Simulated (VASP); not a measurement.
# Zone-centre spectra of C (Diamond), part 3 of 3

What would a Raman spectrum of C (Diamond) look like? The cell has space group Fd-3m. The start is a cell from a database of measured crystal structures.

VASP 6.6.1, plane waves and PAW; the level of theory is named at each step.

So far. Step 3 (Relaxation): The forces stay under 1e-4 eV/Å, and the volume now lies -2.4 % from that of the session's start. Step 4 (Modes at the zone centre): The mean electronic (clamped-ion) dielectric constant is 5.77. The three acoustic modes come out within 0 cm⁻¹ of zero.

### Step 5. Dielectric tensor along a mode, amplitude 0.05

This step: LDA, displaced atoms; plane waves and PAW (C) (VASP 6.6.1).

The atoms are moved both ways along each mode that the steps below name, by 0.05 amu^½ Å of its normal coordinate; the derivative of the dielectric tensor, times V/4π, is the Raman tensor. Where modes are degenerate one is taken, since partners share the powder averages.

INCAR

```
SYSTEM = C
PREC = Accurate
ENCUT = 520
EDIFF = 1E-08
NELM = 100
ISMEAR = 0
SIGMA = 0.01
LREAL = .FALSE.
ALGO = Normal
GGA = CA
NBANDS = 10
LWAVE = .FALSE.
LCHARG = .FALSE.
KPAR = 2
LEPSILON = .TRUE.
```

POSCAR

```
C
1.0
    0.0000000000      1.7691428680      1.7691428680
    1.7691428680      0.0000000000      1.7691428680
    1.7691428680      1.7691428680      0.0000000000
C
2
Direct
    0.7471168140      0.7528831860      0.7471168140
    0.5028831860      0.4971168140      0.5028831860
```

KPOINTS

```
Automatic mesh
0
Gamma
12 12 12
0 0 0
```

The projector-augmented-wave data sets are C (PBE family, release 64).

Command:

```sh
$ mpirun -np 2 vasp_std
```

The log of the run:

```text
[... set-up lines as in an earlier step ...]
 entering main loop
       N       E                     dE             d eps       ncg     rms          rms(c)
DAV:   1    -0.191341534455E+01   -0.19134E+01   -0.48999E+03  5934   0.769E+02
DAV:   2    -0.207618599635E+02   -0.18848E+02   -0.18267E+02  7642   0.128E+02
DAV:   3    -0.210853920161E+02   -0.32353E+00   -0.32283E+00  6584   0.134E+01
DAV:   4    -0.210860158220E+02   -0.62381E-03   -0.62377E-03  6102   0.677E-01
DAV:   5    -0.210860165779E+02   -0.75583E-06   -0.75582E-06  6412   0.225E-02    0.570E+00
DAV:   6    -0.204774067907E+02    0.60861E+00   -0.35086E-01  5822   0.439E+00    0.330E+00
DAV:   7    -0.202660407502E+02    0.21137E+00   -0.40864E-01  6124   0.475E+00    0.739E-01
DAV:   8    -0.202658678356E+02    0.17291E-03   -0.79942E-03  6028   0.799E-01    0.256E-02
DAV:   9    -0.202658576060E+02    0.10230E-04   -0.28989E-05  6314   0.447E-02    0.187E-02
DAV:  10    -0.202658590671E+02   -0.14610E-05   -0.15736E-06  6206   0.112E-02    0.396E-03
DAV:  11    -0.202658590308E+02    0.36311E-07   -0.49728E-08  6360   0.185E-03    0.543E-04
DAV:  12    -0.202658590268E+02    0.39818E-08   -0.82924E-10  3392   0.285E-04
   1 F= -.20265859E+02 E0= -.20265859E+02  d E =-.225712-160
 Linear response reoptimize wavefunctions to high precision
DAV:   1    -0.202658590260E+02    0.73766E-09   -0.46729E-11  3690   0.734E-05
DAV:   2    -0.202658590260E+02   -0.31832E-11   -0.18001E-12  2984   0.131E-05
 Linear response G [H, r] |phi>, progress :
  Direction:   1
       N       E                     dE             d eps       ncg     rms
RMM:   1    -0.310064576067E+02   -0.31006E+02   -0.13680E+01 13017   0.416E+01
RMM:   2    -0.298324965487E+02    0.11740E+01   -0.82969E-01  8868   0.776E+00
RMM:   3    -0.298381731721E+02   -0.56766E-02   -0.30938E-03  9396   0.429E-01
RMM:   4    -0.298382005285E+02   -0.27356E-04   -0.27050E-05  9923   0.341E-02
RMM:   5    -0.298382008439E+02   -0.31533E-06   -0.25062E-06  9794   0.377E-03
RMM:   6    -0.298382008556E+02   -0.11703E-07   -0.23209E-06  9075   0.114E-03
RMM:   7    -0.298382008554E+02    0.16602E-09   -0.23141E-06  7287   0.893E-04
RMM:   8    -0.298382008572E+02   -0.17690E-08   -0.23372E-06  7225   0.877E-04
RMM:   9    -0.298382008530E+02    0.41375E-08   -0.23376E-06  6733   0.874E-04
RMM:  10    -0.298382008523E+02    0.70256E-09   -0.23845E-06  5646   0.872E-04
 Linear response G [H, r] |phi>, progress :
  Direction:   2
       N       E                     dE             d eps       ncg     rms
RMM:   1    -0.308334286428E+02   -0.30833E+02   -0.90585E+00 12936   0.418E+01
RMM:   2    -0.293660590317E+02    0.14674E+01   -0.79949E-01  8818   0.783E+00
RMM:   3    -0.293775439952E+02   -0.11485E-01   -0.23017E-03  9370   0.435E-01
RMM:   4    -0.293776789511E+02   -0.13496E-03   -0.76417E-05  9856   0.350E-02
RMM:   5    -0.293776752334E+02    0.37177E-05   -0.86740E-06  9693   0.375E-03
RMM:   6    -0.293776746581E+02    0.57533E-06   -0.26109E-06  9003   0.102E-03
RMM:   7    -0.293776745758E+02    0.82257E-07   -0.19545E-06  7181   0.759E-04
RMM:   8    -0.293776745914E+02   -0.15549E-07   -0.21413E-06  6957   0.740E-04
RMM:   9    -0.293776746076E+02   -0.16166E-07   -0.20548E-06  6483   0.738E-04
RMM:  10    -0.293776746073E+02    0.26317E-09   -0.67057E-06  5468   0.735E-04
 Linear response G [H, r] |phi>, progress :
  Direction:   3
       N       E                     dE             d eps       ncg     rms
RMM:   1    -0.302087579185E+02   -0.30209E+02   -0.53255E+00 12995   0.416E+01
RMM:   2    -0.289053741116E+02    0.13034E+01   -0.92526E-01  8863   0.789E+00
RMM:   3    -0.289073677237E+02   -0.19936E-02   -0.50453E-03  9388   0.446E-01
RMM:   4    -0.289072660120E+02    0.10171E-03   -0.48174E-05  9908   0.362E-02
RMM:   5    -0.289072650419E+02    0.97012E-06   -0.39753E-06  9799   0.401E-03
RMM:   6    -0.289072649795E+02    0.62354E-07   -0.29969E-06  9073   0.118E-03
RMM:   7    -0.289072649730E+02    0.65022E-08   -0.29965E-06  7296   0.914E-04
RMM:   8    -0.289072650024E+02   -0.29368E-07   -0.36051E-06  7151   0.894E-04
RMM:   9    -0.289072650353E+02   -0.32936E-07   -0.32887E-06  6712   0.889E-04
RMM:  10    -0.289072650508E+02   -0.15474E-07   -0.34084E-06  5671   0.885E-04
 Linear response to external field (no local field effect), progress :
  Direction:   1
       N       E                     dE             d eps       ncg     rms          rms(c)
RMM:   1    -0.152299119461E+00   -0.15230E+00   -0.55483E-01 12636   0.210E+00
RMM:   2    -0.155794243676E+00   -0.34951E-02   -0.83387E-04  8962   0.236E-01
RMM:   3    -0.155797549007E+00   -0.33053E-05   -0.25713E-06  9082   0.971E-03
RMM:   4    -0.155797565108E+00   -0.16101E-07   -0.12895E-08  8930   0.663E-04
RMM:   5    -0.155797565152E+00   -0.43911E-10   -0.27298E-09  6585   0.676E-05
 change of polarisation eV/A/(eV/A) component  1 :     0.312     0.047    -0.007
 dielectric tensor                  component  1 :     6.091     0.773    -0.109
 Linear response to external field (no local field effect), progress :
  Direction:   2
       N       E                     dE             d eps       ncg     rms          rms(c)
RMM:   1    -0.148935768601E+00   -0.14894E+00   -0.54579E-01 12511   0.207E+00
RMM:   2    -0.152238043857E+00   -0.33023E-02   -0.80009E-04  8922   0.232E-01
RMM:   3    -0.152241171236E+00   -0.31274E-05   -0.23688E-06  9036   0.949E-03
RMM:   4    -0.152241185980E+00   -0.14744E-07   -0.95071E-09  8842   0.639E-04
RMM:   5    -0.152241186032E+00   -0.52011E-10   -0.28676E-10  6404   0.582E-05
 change of polarisation eV/A/(eV/A) component  2 :     0.047     0.304     0.032
 dielectric tensor                  component  2 :     0.773     5.975     0.529
 Linear response to external field (no local field effect), progress :
  Direction:   3
       N       E                     dE             d eps       ncg     rms          rms(c)
RMM:   1    -0.144040202039E+00   -0.14404E+00   -0.52453E-01 12573   0.205E+00
RMM:   2    -0.147336288689E+00   -0.32961E-02   -0.77924E-04  8967   0.229E-01
RMM:   3    -0.147339284483E+00   -0.29958E-05   -0.23219E-06  9088   0.937E-03
RMM:   4    -0.147339298841E+00   -0.14357E-07   -0.10848E-08  8954   0.639E-04
RMM:   5    -0.147339298898E+00   -0.57253E-10   -0.19193E-09  6578   0.629E-05
 change of polarisation eV/A/(eV/A) component  3 :    -0.007     0.032     0.295
 dielectric tensor                  component  3 :    -0.109     0.529     5.815
 Linear response to external field, progress :
  Direction:   1
       N       E                     dE             d eps       ncg     rms          rms(c)
RMM:   1    -0.148169646707E+00   -0.14817E+00   -0.53968E-01 21476   0.208E+00
RMM:   2    -0.151565222954E+00   -0.33956E-02   -0.80792E-04 15201   0.233E-01    0.694E-01
RMM:   3    -0.149312095192E+00    0.22531E-02   -0.74412E-04 15193   0.210E-01    0.405E-01
RMM:   4    -0.154214486279E+00   -0.49024E-02   -0.10929E-03 15244   0.257E-01    0.325E-02
RMM:   5    -0.154613206661E+00   -0.39872E-03   -0.11587E-05 15643   0.267E-02    0.281E-03
RMM:   6    -0.154626927374E+00   -0.13721E-04   -0.37544E-08 16121   0.166E-03    0.152E-03
RMM:   7    -0.154630362747E+00   -0.34354E-05   -0.80357E-09 16156   0.734E-04    0.102E-04
RMM:   8    -0.154631000904E+00   -0.63816E-06   -0.24382E-09 13504   0.905E-05    0.275E-05
RMM:   9    -0.154630824935E+00    0.17597E-06   -0.23532E-09  7789   0.463E-05    0.351E-06
 change of polarisation eV/A/(eV/A) component  1 :     0.292     0.040    -0.006
 dielectric tensor                  component  1 :     5.777     0.650    -0.105
 Linear response to external field, progress :
  Direction:   2
       N       E                     dE             d eps       ncg     rms          rms(c)
RMM:   1    -0.148935768601E+00   -0.14894E+00   -0.54579E-01 12511   0.207E+00
RMM:   2    -0.152238043858E+00   -0.33023E-02   -0.80009E-04  8922   0.232E-01    0.700E-01
RMM:   3    -0.149798176307E+00    0.24399E-02   -0.88549E-04  8899   0.225E-01    0.405E-01
RMM:   4    -0.153970267607E+00   -0.41721E-02   -0.91321E-04  8952   0.235E-01    0.553E-02
RMM:   5    -0.154953782846E+00   -0.98352E-03   -0.69222E-06  9312   0.230E-02    0.148E-02
RMM:   6    -0.155113099349E+00   -0.15932E-03   -0.30354E-06  9174   0.128E-02    0.154E-03
RMM:   7    -0.155118965906E+00   -0.58666E-05   -0.11632E-08  9518   0.102E-03    0.599E-04
RMM:   8    -0.155119411795E+00   -0.44589E-06   -0.82895E-10  8411   0.265E-04    0.388E-05
RMM:   9    -0.155119477006E+00   -0.65212E-07   -0.16665E-10  5238   0.405E-05    0.838E-06
 change of polarisation eV/A/(eV/A) component  2 :     0.046     0.293     0.032
 dielectric tensor                  component  2 :     0.757     5.792     0.518
 Linear response to external field, progress :
  Direction:   3
       N       E                     dE             d eps       ncg     rms          rms(c)
RMM:   1    -0.148169674412E+00   -0.14817E+00   -0.53968E-01 21476   0.208E+00
RMM:   2    -0.151565308962E+00   -0.33956E-02   -0.80520E-04 15201   0.233E-01    0.694E-01
RMM:   3    -0.149312538841E+00    0.22528E-02   -0.74235E-04 15194   0.210E-01    0.405E-01
RMM:   4    -0.154214781782E+00   -0.49022E-02   -0.10912E-03 15245   0.257E-01    0.325E-02
RMM:   5    -0.154613148210E+00   -0.39837E-03   -0.11592E-05 15638   0.267E-02    0.281E-03
RMM:   6    -0.154626963652E+00   -0.13815E-04   -0.35833E-08 16122   0.166E-03    0.153E-03
RMM:   7    -0.154630391762E+00   -0.34281E-05   -0.70406E-09 16149   0.729E-04    0.102E-04
RMM:   8    -0.154631040362E+00   -0.64860E-06   -0.13789E-09 13510   0.859E-05    0.275E-05
RMM:   9    -0.154630851746E+00    0.18862E-06   -0.13165E-09  7742   0.424E-05    0.349E-06
 change of polarisation eV/A/(eV/A) component  3 :    -0.006     0.003     0.292
 dielectric tensor                  component  3 :    -0.105     0.045     5.777
 Born effective charges drift removed
```

Run time: 50 s. Hardware: 2 MPI ranks of Intel Xeon 6975P-C (Granite Rapids), shared host; peak memory 0.48 GiB; 99 s of CPU time.

From OUTCAR (step 5):

```text
   k-points           NKPTS =    280   k-points in BZ     NKDIM =    280   number of bands    NBANDS=     10

   NELECT =       8.0000    total number of electrons

  Total        0.0135399      0.0051530      0.0135399      0.0000000      0.0000000      0.0864060
  in kB        1.9588714      0.7455058      1.9588714      0.0000000      0.0000000     12.5007427
  external PRESSURE =       1.5544162 kB  Pullay stress =       0.0000000 kB

 POSITION                                       TOTAL-FORCE (eV/Angst)
 -----------------------------------------------------------------------------------
      2.65371      2.64351      2.65371         0.000000      0.784565      0.000000
      1.76914      1.77934      1.76914         0.000000     -0.784565      0.000000
 -----------------------------------------------------------------------------------
    total drift:                                0.000000      0.000000      0.000000

 MACROSCOPIC STATIC DIELECTRIC TENSOR (including local field effects in DFT)
 ------------------------------------------------------
           5.776993     0.000000    -0.104730
           0.000000     5.792220     0.000000
          -0.104730     0.000000     5.776993
 ------------------------------------------------------

 PIEZOELECTRIC TENSOR (including local field effects)  for field in x, y, z        (C/m^2)
          XX          YY          ZZ          XY          YZ          ZX
  --------------------------------------------------------------------------------
  x    -0.00000     0.00000    -0.00000     0.00000     0.00000    -0.00000
  y    -0.00000     0.00000    -0.00000     0.00000     0.00000     0.00000
  z     0.00000     0.00000     0.00000     0.00000     0.00000     0.00000

 BORN EFFECTIVE CHARGES (including local field effects) (in |e|, cummulative output)
 ---------------------------------------------------------------------------------
 ion    1
    1     0.00000    -0.00000     0.00000
    2     0.00000    -0.00000     0.00000
    3     0.00000     0.00000     0.00000
 ion    2
    1     0.00000     0.00000     0.00000
    2     0.00000     0.00000     0.00000
    3     0.00000     0.00000     0.00000

[... 4 parts as in an earlier step ...]

[... 6 further parts left out ...]
```

Numbers from this step:

```
Fermi energy                   : 10.36 eV
pressure                       : 0.1554 GPa
gap on the k-mesh              : 3.859 eV
least direct gap on the k-mesh : 5.015 eV
```

Electronic dielectric tensor with local fields:

```
 5.78  0.00 -0.10
 0.00  5.79  0.00
-0.10  0.00  5.78
```

The Born effective charge vanishes on all sites.

### Step 6. Dielectric tensor along a mode, amplitude -0.05

The same response, for the next move.

INCAR is that of step 5.

POSCAR

```
C
1.0
    0.0000000000      1.7691428680      1.7691428680
    1.7691428680      0.0000000000      1.7691428680
    1.7691428680      1.7691428680      0.0000000000
C
2
Direct
    0.7528831860      0.7471168140      0.7528831860
    0.4971168140      0.5028831860      0.4971168140
```

KPOINTS is that of step 5.

Command:

```sh
$ mpirun -np 2 vasp_std
```

The log of the run:

```text
[... set-up lines as in an earlier step ...]
 entering main loop
       N       E                     dE             d eps       ncg     rms          rms(c)
DAV:   1    -0.199396598272E+01   -0.19940E+01   -0.49003E+03  5940   0.769E+02
DAV:   2    -0.207649614361E+02   -0.18771E+02   -0.18210E+02  7596   0.128E+02
DAV:   3    -0.210853860033E+02   -0.32042E+00   -0.31972E+00  6564   0.133E+01
DAV:   4    -0.210860158449E+02   -0.62984E-03   -0.62980E-03  6086   0.675E-01
[...]
DAV:  10    -0.202658590853E+02   -0.14573E-05   -0.15665E-06  6200   0.111E-02    0.397E-03
DAV:  11    -0.202658590483E+02    0.37024E-07   -0.49628E-08  6362   0.185E-03    0.551E-04
DAV:  12    -0.202658590442E+02    0.40424E-08   -0.82717E-10  3412   0.285E-04
   1 F= -.20265859E+02 E0= -.20265859E+02  d E =-.161029-160
 Linear response reoptimize wavefunctions to high precision
DAV:   1    -0.202658590435E+02    0.72458E-09   -0.45652E-11  3622   0.725E-05
DAV:   2    -0.202658590435E+02    0.84697E-11   -0.16220E-12  2974   0.130E-05
 Linear response G [H, r] |phi>, progress :
  Direction:   1
[...]
change of polarisation eV/A/(eV/A) component  2 :     0.043     0.293     0.036
 dielectric tensor                  component  2 :     0.709     5.792     0.592
 Linear response to external field, progress :
  Direction:   3
       N       E                     dE             d eps       ncg     rms          rms(c)
RMM:   1    -0.148169573822E+00   -0.14817E+00   -0.53968E-01 21474   0.208E+00
RMM:   2    -0.151565197258E+00   -0.33956E-02   -0.80582E-04 15199   0.233E-01    0.694E-01
RMM:   3    -0.149312533854E+00    0.22527E-02   -0.74272E-04 15193   0.210E-01    0.405E-01
RMM:   4    -0.154214670929E+00   -0.49021E-02   -0.10916E-03 15249   0.257E-01    0.325E-02
RMM:   5    -0.154613033489E+00   -0.39836E-03   -0.11593E-05 15640   0.267E-02    0.281E-03
RMM:   6    -0.154626866035E+00   -0.13833E-04   -0.35853E-08 16127   0.166E-03    0.153E-03
RMM:   7    -0.154630291581E+00   -0.34255E-05   -0.67987E-09 16152   0.729E-04    0.102E-04
RMM:   8    -0.154630932930E+00   -0.64135E-06   -0.12951E-09 13498   0.873E-05    0.275E-05
RMM:   9    -0.154630751793E+00    0.18114E-06   -0.13258E-09  7830   0.437E-05    0.350E-06
 change of polarisation eV/A/(eV/A) component  3 :     0.006     0.007     0.292
 dielectric tensor                  component  3 :     0.105     0.114     5.777
 Born effective charges drift removed
```

Run time: 51 s. Hardware: 2 MPI ranks; peak memory 0.47 GiB.

OUTCAR, selected parts (step 6):

```text
  Total        0.0135400      0.0051534      0.0135400      0.0000000      0.0000000     -0.0864057
  in kB        1.9588994      0.7455598      1.9588994      0.0000000      0.0000000    -12.5007010
  external PRESSURE =       1.5544528 kB  Pullay stress =       0.0000000 kB

 POSITION                                       TOTAL-FORCE (eV/Angst)
 -----------------------------------------------------------------------------------
      2.65371      2.66392      2.65371         0.000000     -0.784564      0.000000
      1.76914      1.75894      1.76914         0.000000      0.784564      0.000000
 -----------------------------------------------------------------------------------
    total drift:                               -0.000000      0.000000     -0.000000

 MACROSCOPIC STATIC DIELECTRIC TENSOR (including local field effects in DFT)
 ------------------------------------------------------
           5.776992     0.000000     0.104728
           0.000000     5.792219     0.000000
           0.104728     0.000000     5.776992
 ------------------------------------------------------

[... 2 parts as in an earlier step ...]
```

Electronic dielectric tensor with local fields:

```
5.78 0.00 0.10
0.00 5.79 0.00
0.10 0.00 5.78
```

Between the two moves along the mode at 1320 cm⁻¹ the tensors differ most in xz: forward less backward gives -0.2095.

### Step 7. Summary

This step: Raman activities from finite differences of the dielectric tensor, LDA; plane waves and PAW (VASP 6.6.1).

This step runs nothing: it gathers the runs above.

Lines of the Raman spectrum (strongest = 100):

| position (cm⁻¹) | lines merged | powder activity 45 a^2 + 7 b^2, relative |
| --- | --- | --- |
| 1320 | 3 | 100 |

Off resonance, transverse modes. Raman, by row:

| frequency (cm⁻¹) | mean derivative a (Å²/amu^0.5) | anisotropy b² (Å^4/amu) | activity (Å^4/amu) | infrared strength (e²/amu) |
| --- | --- | --- | --- | --- |
| 1320 | 8.81e-6 | 10.22 | 71.55 | 0 |
| 1320 | 8.81e-6 | 10.22 | 71.55 | 0 |
| 1320 | 8.81e-6 | 10.22 | 71.55 | 0 |

### Step 8. What came out

| Item | Value |
| --- | --- |
| Raman lines above 2 % of the strongest | 1320 cm⁻¹ |

With degenerate and close partners summed, the strongest Raman line lies at 1320 cm⁻¹. No mode is infrared active. No mode is both Raman and infrared active. Activities are off resonance and without the thermal factor, and their mesh wasn't tested for convergence. Not tabulated here, as repeats of values shown or as unfit to read for their mesh, reference level or band range: gaps (relaxation).

Calculation against experiment:

```
                                      quantity  measured             LDA
                        lattice constant a (Å)    3.5669  3.538 (-0.8 %)
Raman mode, first-order Raman line of … (cm⁻¹)    1332.6   1320 (-0.9 %)
```

Measured values from arxiv:1902.02958 (2019) and pmc:6915693 (2019).

How well it matches: The lattice constant a is off by -0.8 %: fair agreement. The Raman mode is off by -0.9 %: good agreement. The grades are ours: good and fair within 0.7 and 1.5 % for the lattice constant a and 3 and 7 % for the Raman mode. 1 further measured lines are left out: they lack a usable label, or no computed mode of their label or degeneracy could be paired (by label, or within 15 % without labels). For lattice constants and Raman mode the calculation has a static lattice, without zero-point motion or thermal expansion (measured at up to 300 K).

[Lines on the potential files, build, host, timing and source positions are cut from VASP's logs without a mark.]

[Logs are printed without paths, hosts, clocks, repeated set-up lines and the standing remarks that a program may print on its own settings, such as how far it seeks lower states.]

[Hosts, paths, dates, database ids (printed as entryN), source tags and the programs' standing remarks are cut or masked in the printed files.]
